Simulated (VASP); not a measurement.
All values below come from PBE GGA, VASP's PBE PAW potentials (set 64) (plane waves; VASP).

A VASP calculation is set up with these files.

### INCAR
```
SYSTEM = Li2Se
PREC = Accurate
ENCUT = 520
EDIFF = 1E-6
NELM = 100
ALGO = Normal
LREAL = .FALSE.
LASPH = .TRUE.
ISMEAR = 0
SIGMA = 0.05
GGA = PE
LMAXMIX = 4
LWAVE = .FALSE.
LCHARG = .FALSE.
ISIF = 2
SYMPREC = 1E-3
```

**KPOINTS**
```
Automatic mesh
0
Gamma
7 7 7
0 0 0
```

POSCAR:
```
Li2Se
1
    0.0000000000     3.0000000000     3.0000000000
    3.0000000000     0.0000000000     3.0000000000
    3.0000000000     3.0000000000     0.0000000000
Li Se
2 1
Direct
  0.2500000000   0.2500000000   0.2500000000
  0.7500000000   0.7500000000   0.7500000000
  0.0000000000   0.0000000000   0.0000000000
```

POTCAR, in this order: Li_sv Se (PBE.64 set). Program: vasp_std.

What will the output report for the number of irreducible k-points (NKPTS), number of bands (NBANDS), largest plane-wave count, number of space-group operations, FFT grid (NGX, NGY, NGZ)?

The number of irreducible k-points (NKPTS) is 20 and the number of bands (NBANDS) is 10. The largest plane-wave count is 1468 and the number of space-group operations is 48. The FFT grid (NGX, NGY, NGZ) is 32 × 32 × 32.

The compound is Li2Se in the antifluorite structure. The cell was not relaxed at this level. The run is one of a series of settings (SYMPREC = 1E-3 against the base run), some of them coarse on purpose.
